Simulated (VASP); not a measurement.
Input:

```
Ti
1.0
    0.00000     2.05495     2.05495
    2.05495     0.00000     2.05495
    2.05495     2.05495     0.00000
Ti
1
Direct
  0.00000   0.00000   0.00000
```

Level of theory: r2SCAN meta-GGA, VASP's PBE PAW potentials (set 64) (plane waves; VASP). Settings: 400 eV cut-off, 17×17×17 Γ-centred mesh, tetrahedra with Blöchl corrections, potentials Ti_sv.

### Question
Estimate the energy per atom (σ→0), band gap (over mesh and band path) with the smallest direct gap where there is one.

### Answer

band gap (over mesh and band path): none (metal, semimetal or under 0.01 eV)
energy per atom (σ→0): -12.871 eV/atom

The absolute energy has meaning only against runs of the same code, potentials and settings.

The structure was generated: Ti was put into the fcc type (Fm-3m), which need not be its known phase. It was relaxed first.
